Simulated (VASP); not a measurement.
Output of a VASP run:

**OSZICAR**
```
       N       E                     dE             d eps       ncg     rms          rms(c)
DAV:   1     0.700315287387E+03    0.70032E+03   -0.29009E+04  4218   0.220E+03
DAV:   2     0.687125076247E+02   -0.63160E+03   -0.61080E+03  4337   0.545E+02
DAV:   3    -0.497365185074E+02   -0.11845E+03   -0.11518E+03  5168   0.228E+02
DAV:   4    -0.579028692841E+02   -0.81664E+01   -0.80922E+01  5468   0.607E+01
DAV:   5    -0.581695370162E+02   -0.26667E+00   -0.26631E+00  5978   0.106E+01    0.192E+01
DAV:   6    -0.494896470090E+02    0.86799E+01   -0.39073E+01  6584   0.644E+01    0.149E+01
DAV:   7    -0.497517107017E+02   -0.26206E+00   -0.44182E+00  4618   0.130E+01    0.487E+00
DAV:   8    -0.496610086604E+02    0.90702E-01   -0.42744E-01  6580   0.607E+00    0.260E+00
DAV:   9    -0.496265122563E+02    0.34496E-01   -0.93104E-02  6626   0.392E+00    0.566E-01
DAV:  10    -0.496245106947E+02    0.20016E-02   -0.12337E-02  6524   0.118E+00    0.364E-01
DAV:  11    -0.496245643124E+02   -0.53618E-04   -0.50346E-03  6737   0.522E-01    0.189E-01
DAV:  12    -0.496246600187E+02   -0.95706E-04   -0.48461E-04  5455   0.185E-01    0.463E-02
DAV:  13    -0.496246535943E+02    0.64244E-05   -0.51474E-05  6388   0.839E-02    0.253E-02
DAV:  14    -0.496246525596E+02    0.10347E-05   -0.31636E-05  6095   0.329E-02    0.116E-02
DAV:  15    -0.496246525345E+02    0.25061E-07   -0.38827E-06  6563   0.197E-02    0.559E-03
DAV:  16    -0.496246522573E+02    0.27727E-06   -0.76492E-07  4988   0.100E-02    0.279E-03
DAV:  17    -0.496246522718E+02   -0.14571E-07   -0.36536E-07  4160   0.444E-03
   1 F= -.49624652E+02 E0= -.49624652E+02  d E =0.000000E+00
```

File OUTCAR:
```
------------------------ aborting loop because EDIFF is reached ----------------------------------------
  FORCE on cell =-STRESS in cart. coord.  units (eV):
  Direction    XX          YY          ZZ          XY          YZ          ZX
  --------------------------------------------------------------------------------------
  Total        0.0177768      0.0177768      0.0177768      0.0240806     -0.0240806     -0.0240806
  in kB        0.2505846      0.2505846      0.2505846      0.3394436     -0.3394436     -0.3394436
  external PRESSURE =       0.2505846 kB  Pullay stress =       0.0000000 kB
  volume of cell :      113.66
      direct lattice vectors                 reciprocal lattice vectors
     0.000000000  2.414951691  2.414951691    -0.206443053  0.207643905  0.206443053
     2.414951691  0.000000000  2.414951691     0.207643905 -0.206443053  0.206443053
     9.716325334  9.716325334 -0.056518569     0.051310550  0.051310550 -0.051310550
 POSITION                                       TOTAL-FORCE (eV/Angst)
 -----------------------------------------------------------------------------------
      9.63667      9.63667      0.02313        -0.001498     -0.001498      0.001498
      2.42710      2.42710     -0.01215        -0.001525     -0.001525      0.001525
      7.34282      7.34282      4.73194         0.003331      0.003331     -0.003331
      1.18950      1.18950      1.22546        -0.000523     -0.000523      0.000523
      3.69152      3.69152      1.13838         0.001042      0.001042     -0.001042
      6.19196      6.19196      1.05289        -0.002989     -0.002989      0.002989
      8.37559      8.37559      1.28422        -0.002761     -0.002761      0.002761
      7.26913      7.26913     -0.02427         0.004924      0.004924     -0.004924
 -----------------------------------------------------------------------------------
    total drift:                               -0.000121     -0.000121      0.000101
  FREE ENERGIE OF THE ION-ELECTRON SYSTEM (eV)
  ---------------------------------------------------
  free  energy   TOTEN  =       -49.6246522718 eV

  energy  without entropy=      -49.6246522718  energy(sigma->0) =      -49.62465227

 total charge

# of ion       s       p       d       tot
------------------------------------------
    1        0.772   0.830  10.011  11.613
    2        0.770   0.832  10.017  11.619
    3        0.765   0.837  10.015  11.618
    4        1.237   2.417   0.000   3.654
    5        1.236   2.420   0.000   3.656
    6        1.231   2.483   0.000   3.714
    7        1.224   2.427   0.000   3.651
    8        0.355   0.368   0.000   0.724
--------------------------------------------------
tot          7.591  12.613  30.044  50.248

 Electric field gradients after diagonalization (V/A^2)
 (convention: |V_zz| > |V_xx| > |V_yy|)
----------------------------------------------------------------------
 ion       V_xx      V_yy      V_zz     asymmetry (V_yy - V_xx)/ V_zz
----------------------------------------------------------------------
   1      -1.941    -1.939     3.880       0.001
   2      -2.557    -2.554     5.111       0.000
   3      -3.271    -3.269     6.540       0.000
   4      -5.713    -5.712    11.425       0.000
   5      -5.673    -5.672    11.345       0.000
   6       6.947     6.947   -13.895       0.000
   7      -4.576    -4.575     9.151       0.000
   8       8.072     8.071   -16.143       0.000
```
(Selected blocks of OUTCAR.)

File POSCAR:
```
AlIn3N4
1
    0.0000000000     2.4149516911     2.4149516911
    2.4149516911    -0.0000000000     2.4149516911
    9.7163253337     9.7163253337    -0.0565185691
In N Al
3 4 1
Direct
  0.0163480021   0.0163480021   0.9877389984
  0.0004073292   0.0004073292   0.2496945030
  0.9856938542   0.9856938542   0.5107296093
  0.2544152427   0.2544152427   0.0591885679
  0.2394437015   0.2394437015   0.3204172238
  0.2247984753   0.2247984753   0.5814011435
  0.2751756401   0.2751756401   0.7936182699
  0.0037177547   0.0037177547   0.7472116840
```

Question: Write an INCAR and KPOINTS that could have produced this output.

Answer: One answer among several that fit: the input of the run itself, PBEsol GGA, plane waves, VASP's PBE PAW potentials (set 64).

File KPOINTS:
```
Automatic mesh
0
Gamma
9 9 3
0 0 0
```

### INCAR
```
ISIF = 2
ENCUT = 520
EDIFF = 1E-7   # SCF stop (eV)
LMAXMIX = 4   # l cut-off of mixed one-centre charges
ALGO = Normal   # blocked Davidson
SYSTEM = AlIn3N4
LCHARG = .TRUE.
LORBIT = 11
NEDOS = 601   # DOS grid
NELM = 100
LREAL = .FALSE.   # projection in real space or not
LASPH = .TRUE.
PREC = Accurate
GGA = PS   # PBEsol
LWAVE = .FALSE.
ISMEAR = -5   # tetrahedra, Bloechl
LEFG = .TRUE.
```

POTCAR, in this order: In_d N Al (PBE.64 set). Program: vasp_std.

The structure was generated: AlIn3N4 was put into an ordered model structure (R3m), which need not be its known phase. It was relaxed first.
